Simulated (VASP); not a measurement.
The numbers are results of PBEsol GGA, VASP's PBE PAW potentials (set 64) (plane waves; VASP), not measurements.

VASP input:

INCAR:
```
! general
SYSTEM  = ZnF2
PREC    = Accurate
ENCUT   = 520   ! plane-wave cut-off (eV)
LREAL   = .FALSE.   ! projection in real space or not
LASPH   = .TRUE.   ! aspherical one-centre terms

! electronic loop
EDIFF   = 1E-7   ! SCF stop (eV)
NELM    = 100   ! most electronic steps
ALGO    = Normal
LMAXMIX = 4

! smearing
ISMEAR  = -5   ! tetrahedra, Bloechl

! functional
GGA     = PS   ! PBEsol

! ions
ISIF    = 2   ! forces and stress, cell fixed

! output
LWAVE   = .FALSE.
LCHARG  = .TRUE.
LORBIT  = 11   ! lm-projected
NEDOS   = 601   ! DOS grid
```

POSCAR:
```
ZnF2
1
    4.7200633615    -0.0000000000     0.0000000000
    0.0000000000     4.7200633615     0.0000000000
    0.0000000000     0.0000000000     3.1400927636
Zn F
2 4
Direct
  0.0000000000   0.0000000000   0.0000000000
  0.5000000000   0.5000000000   0.5000000000
  0.3035869655   0.3035869655   0.0000000000
  0.8035869655   0.1964130345   0.5000000000
  0.1964130345   0.8035869655   0.5000000000
  0.6964130345   0.6964130345   0.0000000000
```

KPOINTS:
```
Automatic mesh
0
Gamma
5 5 8
0 0 0
```

POTCAR, in this order: Zn F (PBE.64 set). Program: vasp_std.

Question: Estimate the energy per atom (σ→0), band gap (on the k-mesh).

Answer: 
| Quantity | Value |
|---|---|
| energy per atom (σ→0) | -4.119 eV/atom |
| band gap (on the k-mesh) | 3.35 eV |

File OSZICAR:
```
...
DAV:  11    -0.247132190815E+02    0.58896E-03   -0.40831E-03  2891   0.128E+00    0.901E-02
DAV:  12    -0.247132855544E+02   -0.66473E-04   -0.15037E-03  2066   0.321E-01    0.377E-02
DAV:  13    -0.247132579610E+02    0.27593E-04   -0.87947E-05  2732   0.152E-01    0.120E-02
DAV:  14    -0.247132577897E+02    0.17138E-06   -0.14781E-05  2897   0.613E-02    0.620E-03
DAV:  15    -0.247132574794E+02    0.31023E-06   -0.20442E-06  2249   0.191E-02    0.419E-03
DAV:  16    -0.247132572486E+02    0.23082E-06   -0.27397E-06  2175   0.128E-02    0.147E-03
DAV:  17    -0.247132572329E+02    0.15757E-07   -0.44252E-08  1147   0.209E-03
   1 F= -.24713257E+02 E0= -.24713257E+02  d E =0.000000E+00
```

The compound is ZnF2 in the rutile structure. It was relaxed first.
